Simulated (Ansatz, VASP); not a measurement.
# Cross-check of Na6Si5O13 (glassy 62SiO2-38Na2O (mol %)) between VASP and Ansatz

Aim: how closely do two programs agree when they are given the same cell, functional and k mesh? Of the first pair: The structure shown is the start of the Ansatz relaxation below; VASP solves that cell, so the two are compared at the walk's first step.

Main program and level: Ansatz 0.2.0; plane waves, with VASP 6.6.1 beside it; single point at PBE.

## Step 1: The structure

The cell holds 96 atoms: 20 Si, 24 Na and 52 O. Cell: a = 10.750 Å, b = 10.750 Å, c = 10.750 Å, α = 90.0°, β = 90.0°, γ = 90.0°. As first built, before any earlier steps moved the atoms (in the runner's words): 96 atoms (20 Si, 24 Na, 52 O) placed at random at 2.48 g/cm^3, melted at 4000 K for 10 ps at fixed volume with the Morse and Coulomb pair potential with partial charges (Pedone, Malavasi, Menziani, Cormack and Segre, J. Phys. Chem. B 110, 11780 (2006)). Quenched from 4000 K to 300 K at 50 K/ps and fixed volume, held 10 ps at zero pressure.

## Step 2: Ansatz: relaxation, PBE

Ansatz runs on its default PAW (the set named soft_2) files.

The two programs are compared at the cell with which this relaxation starts, whose forces are those of its first step.

File input.yaml:

```yaml
crystal:
  lattice:
    - [10.74979, 0.0, 0.0]
    - [0.0, 10.74979, 0.0]
    - [0.0, 0.0, 10.74979]
  atoms:
    - { symbol: Si, position: [0.50624, 0.69404, 0.26838] }
    - { symbol: Si, position: [0.66313, 0.53866, 0.62977] }
    - { symbol: Si, position: [0.73334, 0.10428, 0.61008] }
    - { symbol: Si, position: [0.66068, 0.47776, 0.14663] }
    - { symbol: Si, position: [0.06398, 0.06713, 0.85574] }
    - { symbol: Si, position: [0.48527, 0.81229, 0.01339] }
    - { symbol: Si, position: [0.45929, 0.38378, 0.49193] }
    - { symbol: Si, position: [0.0646, 0.73896, 0.48229] }
    - { symbol: Si, position: [0.80275, 0.02149, 0.33887] }
    - { symbol: Si, position: [0.03744, 0.7914, 0.92242] }
    - { symbol: Si, position: [0.8608, 0.36707, 0.50814] }
    - { symbol: Si, position: [0.30553, 0.68128, 0.83896] }
    - { symbol: Si, position: [0.96569, 0.2491, 0.26813] }
    - { symbol: Si, position: [0.59079, 0.22663, 0.28484] }
    - { symbol: Si, position: [0.65576, 0.38061, 0.87653] }
    - { symbol: Si, position: [0.84439, 0.2053, 0.01173] }
    - { symbol: Si, position: [0.39529, 0.22713, 0.86962] }
    - { symbol: Si, position: [0.19416, 0.43129, 0.89578] }
    - { symbol: Si, position: [0.29376, 0.04549, 0.04728] }
    - { symbol: Si, position: [0.43478, 0.12834, 0.61831] }
    - { symbol: Na, position: [0.62643, 0.04915, 0.90248] }
    - { symbol: Na, position: [0.20844, 0.90863, 0.677] }
    - { symbol: Na, position: [0.76134, 0.8907, 0.07198] }
    - { symbol: Na, position: [0.20472, 0.83093, 0.22734] }
    - { symbol: Na, position: [0.36532, 0.78276, 0.49732] }
    - { symbol: Na, position: [0.5464, 0.85416, 0.70583] }
    - { symbol: Na, position: [0.19151, 0.29996, 0.62379] }
    - { symbol: Na, position: [0.17689, 0.61458, 0.21806] }
    - { symbol: Na, position: [0.34198, 0.60345, 0.58239] }
    - { symbol: Na, position: [0.75508, 0.78434, 0.50062] }
[... 60 atom lines left out ...]
    - { symbol: O, position: [0.27908, 0.31275, 0.85684] }
    - { symbol: O, position: [0.52526, 0.30625, 0.85439] }
    - { symbol: O, position: [0.76481, 0.0568, 0.73832] }
    - { symbol: O, position: [0.56777, 0.73405, 0.39415] }
    - { symbol: O, position: [0.39961, 0.69776, 0.95642] }
    - { symbol: O, position: [0.56379, 0.3213, 0.41009] }
kpoints:
  mp_grid: { grid: [1, 1, 1] }
hamiltonian:
  xc: pbe
scf:
  occupations: { method: fixed }
output:
  forces: true
relax:
  f_tol: 0.05
  max_steps: 150
  cell: {}
```

Run with:

```sh
$ ansatz run input.yaml --threads 4 --pin off --max-ram 8192MiB --backend cpu --events-out ev --progress --plain --runs-dir out
```

Numbers of over 12 decimals in the logs are rounded to 6 here.

Log:

```text
Engine: ansatz 0.2.0, x86_64-unknown-linux-gnu
Pseudopotentials: kind: paw
Pseudopotential: Si, paw, valence charge 4, recommended cutoff 420 eV (normal), Si.paw.azcp
Pseudopotential: Na, paw, valence charge 9, recommended cutoff 420 eV (normal), Na.paw.azcp
Pseudopotential: O, paw, valence charge 6, recommended cutoff 420 eV (normal), O.paw.azcp
Functional definition: PBE
  parameter kappa = 0.804
  parameter beta = 0.066725
  exchange = pbe_x(kappa = kappa, mu = beta*pi^2/3)
  correlation = pbe_c(beta = beta)
Crystal: 96 atoms, lattice volume = 1242.224 Å³
Basis set: ecut = 420 eV, 24207 PW (Γ), exchange–correlation on 144×144×144 points (8 copies of the dense FFT grid, shifted against one another)
Bands: 400, of which v1, the nominal top of the filled ones, is band 304 counted from 1 (303 counted from 0)
Symmetry: 1 space group operations
Space group: P1 (ITA 1), of the structure as read, at distance tolerance 1.1e-4 Å
k-points: 1
Non-local potential: Si, projectors of the file, l = 0: 2, l = 1: 2, l = 2: 2
Non-local potential: Na, projectors of the file, l = 0: 3, l = 1: 2, l = 2: 1
Non-local potential: O, projectors of the file, l = 0: 2, l = 1: 2, l = 2: 1
PAW form: soft (Blöchl's): semilocal exchange-correlation on the pseudo side does not see the compensation charge
PAW one-centre angular grid: Si, 110 points (default); XC on 64 Gauss nodes
PAW one-centre angular grid: Na, 110 points (default); XC on 64 Gauss nodes
PAW one-centre angular grid: O, 110 points (default); XC on 64 Gauss nodes
Initial density: superposition of atomic densities (neutral atoms: chi_scale 0, normalization atom), corrected by the library's trained network
Initial wavefunctions: pseudopotential atomic-orbital guess
Functional: x = pbe(κ = 0.804, μ = 0.219515), c = pbe(β = 0.066725)
SCF iter   1: F=—  HF=-77985.194533 eV  |F-HF|=—  |Δ(HF+E_count)|=         —  Δρ=2.06e-3  dr2=7.90e-2  ethr=1.77e-3  ⟨swp⟩=4.0  Hψ=1268  notcnv=0  defer=93
preconditioner: auto → Resta (q_TF=auto, 2.422 Å⁻¹)  ε∞=2.6  [insulator: Δε(μ)=2.974 eV  Ē_g=19.599 eV  n_scr=304 (ndim 8)  ℏωp=24.9 eV  f_vac=0.126  ε∞_Penn≈2.6]
SCF iter   2: F=—  HF=-77985.171105 eV  |F-HF|=—  |Δ(HF+E_count)|=   2.34e-2  Δρ=1.10e-3  dr2=1.80e-2  ethr=1.30e-5  ⟨swp⟩=3.0  Hψ=637  notcnv=0  defer=94
SCF iter   3: F=—  HF=-77985.172660 eV  |F-HF|=—  |Δ(HF+E_count)|=   1.56e-3  Δρ=5.24e-4  dr2=4.66e-3  ethr=2.96e-6  ⟨swp⟩=2.0  Hψ=542  notcnv=0  defer=92
automatic band count: iteration 3 solves 398 bands in place of 400: the levels show a gap, and the empty bands left out lie too high to hold charge; the band table lists the bands solved (type scf.n_extra_bands for more)
SCF iter   4: F=—  HF=-77985.172581 eV  |F-HF|=—  |Δ(HF+E_count)|=   7.97e-5  Δρ=1.66e-4  dr2=3.93e-4  ethr=7.67e-7  ⟨swp⟩=2.0  Hψ=483  notcnv=0  defer=92
SCF iter   5: F=—  HF=-77985.172664 eV  |F-HF|=—  |Δ(HF+E_count)|=   8.33e-5  Δρ=1.09e-4  dr2=1.23e-4  ethr=6.46e-8  ⟨swp⟩=2.0  Hψ=591  notcnv=0  defer=91
SCF iter   6: F=—  HF=-77985.172656 eV  |F-HF|=—  |Δ(HF+E_count)|=   8.26e-6  Δρ=2.64e-5  dr2=7.66e-6  ethr=2.02e-8  ⟨swp⟩=2.0  Hψ=512  notcnv=0  defer=87
SCF iter   7: F=—  HF=-77985.173953 eV  |F-HF|=—  |Δ(HF+E_count)|=   1.30e-3  Δρ=1.36e-5  dr2=1.77e-6  ethr=1.26e-9  ⟨swp⟩=2.0  Hψ=702  notcnv=0  defer=87
SCF iter   8: F=—  HF=-77985.173954 eV  |F-HF|=—  |Δ(HF+E_count)|=   1.44e-6  Δρ=5.85e-6  dr2=3.30e-7  ethr=2.91e-10  ⟨swp⟩=2.0  Hψ=565  notcnv=0  defer=87
SCF iter   9: F=-77985.173954 eV  HF=-77985.173954 eV  |F-HF|=1.98e-8  |Δ(HF+E_count)|=   1.96e-7  Δρ=2.65e-6  dr2=7.21e-8  ethr=1.64e-11  ⟨swp⟩=4.0  Hψ=1174  notcnv=0
SCF 1 converged in 9 iterations: F = -77985.173954 eV  dr2 = 7.21e-8
  greatest PAW one-centre occupation: 1.001 electrons in one spin orbital (limit 2), on the Na atom at site 28 (counted from 0), in its partial waves of l = 1
relax step   1: F+E_penalty+E_count = -77985.17395432 eV  Δ(F+E_penalty+E_count) = +0.000e0 eV  max|allowed force component| = 4.971e0 eV/Å  Δτ_max = 0.0000 Å  P = +7.692 GPa  Ω = 1242.224 Å³  (9 SCF iters, dr2 threshold 1.00e-7 eV, accepted)
Crystal: 96 atoms, lattice volume = 1255.813 Å³
Basis set: ecut = 420 eV, 24535 PW (Γ), exchange–correlation on 144×144×144 points (8 copies of the dense FFT grid, shifted against one another)
Initial density: handed on by an earlier stage of this run
Initial wavefunctions: those handed on with the density
iter 1 solved again at ethr=3.22e-4 eV; its pass at ethr=3.10e-3 eV (dr2=1.96e0 eV) is discarded
SCF iter   1: F=—  HF=-77991.408410 eV  |F-HF|=—  |Δ(HF+E_count)|=         —  Δρ=1.59e-2  dr2=1.97e0  ethr=3.22e-4  ⟨swp⟩=1.0  Hψ=1306  notcnv=0  defer=86
automatic band count: iteration 1 solves 398 bands in place of 400: the levels show a gap, and the empty bands left out lie too high to hold charge; the band table lists the bands solved (type scf.n_extra_bands for more)
[...]
atom  93  O      0.00028908    -0.00123854    -0.00115708
  atom  94  O     -0.00134667     0.00009396    -0.00030032
  atom  95  O     -0.00062278    -0.00058315    -0.00153531
  atom  96  O      0.00055400     0.00122554    -0.00049679
  max |Σ_I F_I| component: 1.67e-4 eV/Å
--- Stress (GPa, compression-positive) ---
        0.001954      -0.003284       0.003224
       -0.003283       0.006563      -0.007742
        0.003224      -0.007743       0.006441
  P = ⅓ Tr σ = 0.0050 GPa (0.050 kbar)
--- Relaxed structure (19 steps of the walk, 19 accepted, 3 SCFs on fresh bases) ---
  F+E_penalty+E_count = -77996.89286328 eV   max|allowed force component| = 3.959e-3 eV/Å   (the final SCF, on the basis selected at the relaxed cell)
  cell:  # Å, volume = 1311.6191 Å³
    - [10.826924, -0.091344, 0.112980]
    - [-0.091344, 10.961902, -0.232714]
    - [0.112980, -0.232714, 11.058242]
  atoms:
    - { symbol: Si, position: [0.488029, 0.705631, 0.261874] }
    - { symbol: Si, position: [0.668480, 0.519021, 0.657869] }
    - { symbol: Si, position: [0.729021, 0.088482, 0.600753] }
    - { symbol: Si, position: [0.660281, 0.487681, 0.160204] }
    - { symbol: Si, position: [0.051318, 0.045796, 0.867851] }
    - { symbol: Si, position: [0.471029, 0.820389, 0.011920] }
    - { symbol: Si, position: [0.466591, 0.376394, 0.504946] }
    - { symbol: Si, position: [0.058100, 0.729817, 0.448733] }
    - { symbol: Si, position: [0.802581, 0.042920, 0.333470] }
    - { symbol: Si, position: [0.027140, 0.779757, 0.939930] }
    - { symbol: Si, position: [0.866135, 0.343761, 0.540359] }
    - { symbol: Si, position: [0.296453, 0.701703, 0.837309] }
    - { symbol: Si, position: [0.962882, 0.261625, 0.289755] }
    - { symbol: Si, position: [0.587028, 0.244439, 0.294330] }
    - { symbol: Si, position: [0.665760, 0.377058, 0.908710] }
    - { symbol: Si, position: [0.855976, 0.201575, 0.029008] }
    - { symbol: Si, position: [0.413308, 0.225955, 0.870357] }
    - { symbol: Si, position: [0.222166, 0.441077, 0.897390] }
    - { symbol: Si, position: [0.284692, 0.048762, 0.035214] }
    - { symbol: Si, position: [0.437255, 0.121375, 0.608763] }
    - { symbol: Na, position: [0.640069, 0.054156, 0.886233] }
    - { symbol: Na, position: [0.248441, 0.939150, 0.713287] }
    - { symbol: Na, position: [0.711946, 0.910395, 0.092183] }
    - { symbol: Na, position: [0.237214, 0.849979, 0.208798] }
    - { symbol: Na, position: [0.312754, 0.808353, 0.467004] }
    - { symbol: Na, position: [0.559015, 0.829593, 0.716513] }
    - { symbol: Na, position: [0.175990, 0.270903, 0.669411] }
    - { symbol: Na, position: [0.161168, 0.614611, 0.170128] }
    - { symbol: Na, position: [0.342886, 0.594207, 0.595792] }
    - { symbol: Na, position: [0.736084, 0.799355, 0.456142] }
    - { symbol: Na, position: [0.262230, 0.172487, 0.333914] }
    - { symbol: Na, position: [0.844558, 0.539729, 0.373775] }
    - { symbol: Na, position: [0.365649, 0.457211, 0.226452] }
    - { symbol: Na, position: [0.935839, 0.498640, -0.00365816] }
    - { symbol: Na, position: [0.901364, 0.724896, 0.209319] }
    - { symbol: Na, position: [0.855457, 0.812431, 0.718018] }
    - { symbol: Na, position: [0.942974, 0.273657, 0.775261] }
    - { symbol: Na, position: [0.703073, 0.665608, 0.897303] }
    - { symbol: Na, position: [0.143963, 0.273246, 0.091909] }
    - { symbol: Na, position: [0.00693567, -0.024298, 0.534544] }
    - { symbol: Na, position: [0.507952, 0.994102, 0.364034] }
    - { symbol: Na, position: [0.044317, 0.575674, 0.703539] }
    - { symbol: Na, position: [0.028734, 0.956174, 0.213423] }
    - { symbol: Na, position: [0.139943, 0.473477, 0.432061] }
    - { symbol: O, position: [0.777938, 0.465404, 0.563915] }
    - { symbol: O, position: [0.026497, 0.628002, 0.337461] }
    - { symbol: O, position: [0.689434, 0.132948, 0.305154] }
    - { symbol: O, position: [0.374797, 0.165740, 0.997813] }
    - { symbol: O, position: [0.118567, 0.857030, 0.389979] }
    - { symbol: O, position: [0.194775, 0.029675, 0.915939] }
    - { symbol: O, position: [0.362859, 0.765727, 0.725581] }
    - { symbol: O, position: [0.790968, 0.015919, 0.480231] }
    - { symbol: O, position: [1.001274, 0.366070, 0.592810] }
    - { symbol: O, position: [0.457016, 0.179777, 0.272399] }
    - { symbol: O, position: [0.795243, 0.546066, 0.173325] }
    - { symbol: O, position: [0.341159, 0.683120, 0.258869] }
    - { symbol: O, position: [0.915859, 0.277531, 0.148012] }
    - { symbol: O, position: [0.353087, 0.018639, 0.543928] }
    - { symbol: O, position: [0.585162, 0.854160, 0.923907] }
    - { symbol: O, position: [0.083586, 0.410430, 0.854187] }
    - { symbol: O, position: [0.534860, 0.784465, 0.139654] }
    - { symbol: O, position: [0.057709, 0.783296, 0.082453] }
    - { symbol: O, position: [0.938478, 0.115109, 0.317984] }
    - { symbol: O, position: [0.203428, 0.068910, 0.155592] }
    - { symbol: O, position: [0.930525, 0.767636, 0.526414] }
    - { symbol: O, position: [0.626753, 0.482179, 0.011100] }
    - { symbol: O, position: [0.063721, 0.079399, 0.728079] }
    - { symbol: O, position: [0.422993, 0.118131, 0.760870] }
[...]
- { symbol: O, position: [0.637893, 0.343332, 0.194564] }
    - { symbol: O, position: [0.582269, 0.102620, 0.567859] }
    - { symbol: O, position: [0.313681, 0.326407, 0.837396] }
    - { symbol: O, position: [0.557792, 0.273770, 0.885593] }
    - { symbol: O, position: [0.742283, 0.00500437, 0.713289] }
    - { symbol: O, position: [0.535782, 0.782000, 0.380632] }
    - { symbol: O, position: [0.378145, 0.710998, 0.962112] }
    - { symbol: O, position: [0.585129, 0.326543, 0.423927] }
```

Reading the cycles: dr2 is the Hartree energy of the density residual (eV), the measure of convergence; HF is the Harris–Foulkes estimate of the energy, which meets the free energy F at convergence.

## Step 3: VASP: single point, PBE, start cell, pair 1

The same cell, functional and mesh now go to VASP, with its own data sets.

Lines of VASP's logs that name or quote its potential files are left out, and so is its time.

File INCAR:

```
SYSTEM = Na6Si5O13
PREC = Accurate
ENCUT = 520
EDIFF = 1E-06
NELM = 120
ISMEAR = 0
SIGMA = 0.01
LREAL = Auto
ALGO = Normal
GGA = PE
NBANDS = 352
LORBIT = 11
LWAVE = .FALSE.
LCHARG = .FALSE.
ISIF = 2
LASPH = .TRUE.
GGA_COMPAT = .FALSE.
EFERMI = MIDGAP
NCORE = 2
```

File POSCAR:

```
Na6Si5O13
1.0
   10.7497900000      0.0000000000      0.0000000000
    0.0000000000     10.7497900000      0.0000000000
    0.0000000000      0.0000000000     10.7497900000
Si Na O
20 24 52
Direct
    0.5062424475      0.6940414650      0.2683773357
    0.6631292332      0.5386616855      0.6297704420
    0.7333445584      0.1042811069      0.6100770341
    0.6606826738      0.4777581702      0.1466261201
    0.0639826452      0.0671268927      0.8557376470
    0.4852745961      0.8122856353      0.0133863080
    0.4592926932      0.3837842414      0.4919258888
    0.0645966107      0.7389632728      0.4822884912
    0.8027505654      0.0214887919      0.3388717361
    0.0374425919      0.7914015064      0.9224180193
    0.8607982109      0.3670676357      0.5081401590
    0.3055315499      0.6812784250      0.8389559238
    0.9656932833      0.2491025406      0.2681261680
    0.5907929364      0.2266276830      0.2848427737
    0.6557616474      0.3806120864      0.8765287508
    0.8443885881      0.2052970337      0.0117304617
    0.3952914429      0.2271300184      0.8696169879
    0.1941619325      0.4312921462      0.8957756384
    0.2937638782      0.0454892607      0.0472753421
    0.4347805864      0.1283373908      0.6183097530
    0.6264308419      0.0491544486      0.9024827462
    0.2084412812      0.9086317035      0.6769992716
    0.7613358028      0.8906964694      0.0719828015
    0.2047202783      0.8309278600      0.2273439760
    0.3653187644      0.7827594772      0.4973213430
    0.5464013716      0.8541562207      0.7058277418
    0.1915107179      0.2999593480      0.6237889298
    0.1768871764      0.6145794476      0.2180600737
    0.3419787735      0.6034536489      0.5823927723
    0.7550845179      0.7843409034      0.5006237331
[... 60 atom lines left out ...]
    0.2790845217      0.3127502956      0.8568353428
    0.5252567725      0.3062478430      0.8543887834
    0.7648056381      0.0568011096      0.7383213998
    0.5677692308      0.7340515489      0.3941472345
    0.3996078063      0.6977624679      0.9564186835
    0.5637877577      0.3212992998      0.4100917320
```

File KPOINTS:

```
Automatic mesh
0
Gamma
1 1 1
0 0 0
```

The projector-augmented-wave data sets are Si, Na_pv and O (PBE family, release 64).

Run with:

```sh
$ mpirun -np 8 vasp_gam
```

Log:

```text
[banner, memory and clock lines left out]
running    8 mpi-ranks, on    1 nodes
[...]
LDA part: xc-table for (Slater+PW92), standard interpolation
 POSCAR, INCAR and KPOINTS ok, starting setup
[...]
entering main loop
       N       E                     dE             d eps       ncg     rms          rms(c)
DAV:   1     0.946687768047E+04    0.94669E+04   -0.28455E+05   704   0.194E+03
DAV:   2     0.106205212810E+04   -0.84048E+04   -0.79784E+04   768   0.554E+02
DAV:   3    -0.572030768587E+03   -0.16341E+04   -0.15643E+04   736   0.248E+02
DAV:   4    -0.713090730046E+03   -0.14106E+03   -0.13879E+03   888   0.765E+01
[...]
DAV:  18    -0.615624944746E+03    0.99183E-05   -0.27440E-05   864   0.180E-02    0.110E-02
DAV:  19    -0.615624945985E+03   -0.12396E-05   -0.17458E-05   800   0.133E-02    0.369E-03
DAV:  20    -0.615624946758E+03   -0.77265E-06   -0.78603E-06   800   0.717E-03
   1 F= -.61562495E+03 E0= -.61562495E+03  d E =0.000000E+00
```

OUTCAR, selected parts (step 3):

```text
  Total       67.5168129     58.7626050     56.5836858      4.7850132     -5.4010024     13.6385159
  in kB       87.0808331     75.7899607     72.9796666      6.1715433     -6.9660247     17.5904827
  external PRESSURE =      78.6168201 kB  Pullay stress =       0.0000000 kB

 POSITION                                       TOTAL-FORCE (eV/Angst)
 -----------------------------------------------------------------------------------
      5.44200      7.46080      2.88500         0.405431     -0.751712     -0.108836
      7.12850      5.79050      6.76990        -0.993088     -4.072515     -0.165158
      7.88330      1.12100      6.55820         0.606516      2.029200     -4.492612
      7.10220      5.13580      1.57620        -3.911231     -2.706360      1.340712
      0.68780      0.72160      9.19900         0.820675     -1.158705      0.814089
      5.21660      8.73190      0.14390        -1.919215     -0.302495      0.987894
      4.93730      4.12560      5.28810         0.596140     -1.322984     -0.059165
[...]
9.00130      8.82870      8.02330         0.531834      0.886820     -0.654695
     10.30170      2.94050      8.08610        -0.589133      0.243775     -0.060333
      7.78730      7.32810      9.54450        -0.663884     -1.173833      0.172702
      2.69570      2.92240      1.93230         0.572907     -0.651177     -0.604233
      0.02450      0.12620      6.24390        -1.051238     -0.792376     -0.841920
      4.64760     10.51810      3.46680         0.732831      0.322596     -0.421508
[...]
-----------------------------------------------------------------------------------
    total drift:                               -0.018604      0.012789      0.008449

  FREE ENERGIE OF THE ION-ELECTRON SYSTEM (eV)
  ---------------------------------------------------
  free  energy   TOTEN  =      -615.6249467581 eV

  energy  without entropy=     -615.6249467581  energy(sigma->0) =     -615.62494676

[... 3 further parts left out ...]
[key lines of the parts left out:]
E-fermi :   3.6818
```

The run ends at a pressure of 7.86 GPa, with forces up to 5.6 eV/Å.

## Step 4: Differences

Known differences besides the potentials themselves: fixed occupations in Ansatz, narrow Gaussian smearing in VASP; the data sets hold 608 valence electrons in Ansatz (on its default PAW (the set named soft_2) files) and 560 in VASP; the cutoff is 420 eV in Ansatz and 520 eV in VASP (PREC = Accurate, projectors in real space). Total energies have different zeros and are not compared.

Forces on 10 of the 96 atoms, those with the largest forces and the largest differences (eV/Å; atoms numbered as in POSCAR):

| atom | Ansatz x, y, z | VASP x, y, z |
| --- | --- | --- |
| Si3 | 0.595, 2.009, -4.419 | 0.607, 2.029, -4.493 |
| Si4 | -3.885, -2.689, 1.319 | -3.911, -2.706, 1.341 |
| Si13 | -4.918, -0.389, 0.509 | -4.966, -0.388, 0.491 |
| Si16 | 1.776, -2.128, -0.488 | 1.841, -2.066, -0.566 |
| O54 | -1.764, -0.878, -0.716 | -1.870, -0.899, -0.738 |
| O55 | 4.941, 2.406, 0.630 | 4.992, 2.427, 0.631 |
| O58 | -2.819, -3.978, -2.579 | -2.860, -4.031, -2.623 |
| O64 | -1.832, 0.542, 4.971 | -1.870, 0.537, 5.048 |
| O73 | 3.083, -2.926, 2.405 | 3.110, -2.964, 2.439 |
| O78 | -1.583, -2.833, 0.608 | -1.649, -2.922, 0.662 |

The forces differ by 30 meV/Å r.m.s., which is 2.0 % of the r.m.s. force of 1.477 eV/Å (both taken over all components).

(Continued in part 2 of 2.)

[Lines on the potential files, build, host, timing and source positions are cut from VASP's logs without a mark.]

[Logs are printed without paths, hosts, clocks, repeated set-up lines and the standing remarks that a program may print on its own settings, such as how far it seeks lower states.]

[Hosts, paths, dates, database ids (printed as entryN), source tags and the programs' standing remarks are cut or masked in the printed files.]
